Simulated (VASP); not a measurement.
Consider the following.

```yaml
crystal:
  lattice:
    - [1.23072, -2.13166, 0.00000]
    - [1.23072, 2.13166, 0.00000]
    - [0.00000, 0.00000, 7.19296]
  atoms:
    - { symbol: C, position: [0.00000, 0.00000, 0.25000] }
    - { symbol: C, position: [0.00000, 0.00000, 0.75000] }
    - { symbol: C, position: [0.33333, 0.66667, 0.25000] }
    - { symbol: C, position: [0.66667, 0.33333, 0.75000] }
```

All values below come from PBEsol GGA, VASP's PBE PAW potentials (set 64) (plane waves; VASP). Numerical set-up: 520 eV cut-off, 11×11×4 Γ-centred mesh, tetrahedra with Blöchl corrections, potentials C.

Without a dispersion term in the relaxation, distances and binding between the weakly bound layers, chains or molecules are unreliable, and so is what depends on them.

Q: What does the run give for the energy per atom (σ→0)?

A: 
The energy per atom (σ→0) comes out as -9.646 eV/atom.

Total energies compare only between runs with the same potentials, cut-off and functional.

The compound is C in the graphite structure. It was relaxed first, which changed the volume by +7 %.
